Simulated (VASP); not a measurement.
A VASP calculation is set up with these files.

File KPOINTS:
```
Automatic mesh
0
Gamma
1 1 1
0.5 0.5 0.5
```

**POSCAR**
```
CdSe
4.3907780
  1.0000000000   0.0000000000   0.0000000000
 -0.5000000000   0.8660253377   0.0000000000
  0.0000000000   0.0000000000   4.9069577191
Cd Se
6 6
Direct
  0.0000000000   0.0000000000   0.0000000000
  0.0000000000   0.0000000000   0.5000000000
  0.6666670000   0.3333330000   0.8332500000
  0.3333330000   0.6666670000   0.3332500000
  0.6666670000   0.3333330000   0.1665000000
  0.3333330000   0.6666670000   0.6665000000
  0.0000000000   0.0000000000   0.8746000000
  0.0000000000   0.0000000000   0.3746000000
  0.6666670000   0.3333330000   0.7078500000
  0.3333330000   0.6666670000   0.2078500000
  0.6666670000   0.3333330000   0.0415000000
  0.3333330000   0.6666670000   0.5415000000
```

### INCAR
```
ALGO = Normal   ! blocked Davidson
PREC = Accurate
LASPH = T   ! aspherical one-centre terms
LREAL = F   ! projection in real space or not
LCHARG = F
ENCUT = 300
NELM = 100   ! most electronic steps
LMAXMIX = 4
ISMEAR = -1
SIGMA = 0.05   ! width (eV)
EDIFF = 1E-6
LWAVE = F
ISIF = 2   ! forces and stress, cell fixed
SYSTEM = CdSe
GGA = PE   ! PBE
```

POTCAR, in this order: Cd Se (PBE.64 set). Program: vasp_std.

Q: Translate this PBE calculation to Ansatz.

A: One equivalent input (not run):
Ansatz 0.2 input:
```yaml
crystal:
  lattice:
    - [4.3907780, 0.0000000, 0.0000000]
    - [-2.1953890, 3.8025250, 0.0000000]
    - [0.0000000, 0.0000000, 21.5453620]
  atoms:
    - { symbol: Cd, position: [0.0000000, 0.0000000, 0.0000000] }
    - { symbol: Cd, position: [0.0000000, 0.0000000, 0.5000000] }
    - { symbol: Cd, position: [0.6666670, 0.3333330, 0.8332500] }
    - { symbol: Cd, position: [0.3333330, 0.6666670, 0.3332500] }
    - { symbol: Cd, position: [0.6666670, 0.3333330, 0.1665000] }
    - { symbol: Cd, position: [0.3333330, 0.6666670, 0.6665000] }
    - { symbol: Se, position: [0.0000000, 0.0000000, 0.8746000] }
    - { symbol: Se, position: [0.0000000, 0.0000000, 0.3746000] }
    - { symbol: Se, position: [0.6666670, 0.3333330, 0.7078500] }
    - { symbol: Se, position: [0.3333330, 0.6666670, 0.2078500] }
    - { symbol: Se, position: [0.6666670, 0.3333330, 0.0415000] }
    - { symbol: Se, position: [0.3333330, 0.6666670, 0.5415000] }
kpoints:
  mp_grid: { grid: [1, 1, 1], shift: [0.5, 0.5, 0.5] }
hamiltonian:
  xc: pbe
  pseudopotentials: { kind: paw }
scf:
  occupations: { method: fermi_dirac, width: 0.05 }
  max_iter: 100
output: { forces: true, stress: true, eigenvalues: true }
```
Limits of the translation: each code has its own PAW files, so the cut-off isn't converted (ENCUT is set for VASP's; basis.ecutwfc is left out, and Ansatz then takes the one that its files recommend); Ansatz stops its SCF on the density residual and VASP on the energy change (EDIFF).

The structure was generated: CdSe was put into an ordered model structure, which need not be its known phase. The cell was not relaxed at this level. The k-mesh is coarse (spacing up to 1.65 per Å, 2π included), so the numbers may not be converged in it. The run is one of a series of settings (KPOINTS 1×1×1 Γ-centred mesh shifted by (0.5, 0.5, 0.5) against the base run), some of them coarse on purpose.
